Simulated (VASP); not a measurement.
A convergence study with VASP on BeSe (zinc blende): a few settings are varied, all else stays as given below, so the limit is that of these other settings.

```
CELL_PARAMETERS angstrom
      0.00000     2.57000     2.57000
      2.57000     0.00000     2.57000
      2.57000     2.57000     0.00000
ATOMIC_POSITIONS crystal
  Be 0.00000 0.00000 0.00000
  Se 0.25000 0.25000 0.25000
```

Method: HSE06 screened hybrid, VASP's PBE PAW potentials (set 64) (plane waves; VASP). The last row used: 520 eV cut-off, 4×4×4 Γ-centred mesh, Gaussian smearing of 0.050 eV, potentials Be Se.

| setting | E (eV/atom) | pressure (GPa) | electronic steps |
|---|---|---|---|
| ENCUT = 300, PRECFOCK = Fast | -5.0428 | 0.68 | 19 |
| ENCUT = 400, PRECFOCK = Fast | -5.0440 | 0.65 | 19 |
| ENCUT = 520, PRECFOCK = Fast | -5.0444 | 0.69 | 19 |
| ENCUT = 300, PRECFOCK = Normal | -5.0428 | 0.68 | 19 |
| ENCUT = 400, PRECFOCK = Normal | -5.0440 | 0.64 | 19 |
| ENCUT = 520, PRECFOCK = Normal | -5.0445 | 0.68 | 19 |
| ENCUT = 300, PRECFOCK = Accurate | -5.0428 | 0.68 | 19 |
| ENCUT = 400, PRECFOCK = Accurate | -5.0440 | 0.64 | 19 |
| ENCUT = 520, PRECFOCK = Accurate | -5.0445 | 0.68 | 19 |

Left out are rungs that failed or repeat a setting and relaxations that didn't move; long series are thinned to 24 rows.

The compound is BeSe in the zinc blende structure. The cell was not relaxed at this level.
